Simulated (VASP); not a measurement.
Here is the system:

```
WSi2
1.0
   -1.63710     1.63710     3.99330
    1.63710    -1.63710     3.99330
    1.63710     1.63710    -3.99330
Si W
2 1
Direct
  0.66500   0.66500   0.00000
  0.33500   0.33500   0.00000
  0.00000   0.00000   0.00000
```

Computed with PBE GGA, VASP's PBE PAW potentials (set 64) (plane waves; VASP). Run with 400 eV cut-off, 12×12×12 Γ-centred mesh, first-order Methfessel-Paxton smearing of 0.10 eV, potentials Si W_sv.

Unless said otherwise, spin-orbit coupling is left out, though it shifts the bands of the heavy elements here.

Q: What does the run give for the energy per atom (σ→0), pressure, band gap (on the k-mesh) with the smallest direct gap where there is one?

A: 
```json
{
 "band gap (on the k-mesh)": "none (metal, semimetal or under 0.01 eV)",
 "energy per atom (σ→0)": "-8.255 eV/atom",
 "pressure": "-8.55 GPa"
}
```

Total energies compare only between runs with the same potentials, cut-off and functional.

The compound is WSi2 in the MoSi2 type structure. The cell was not relaxed at this level.
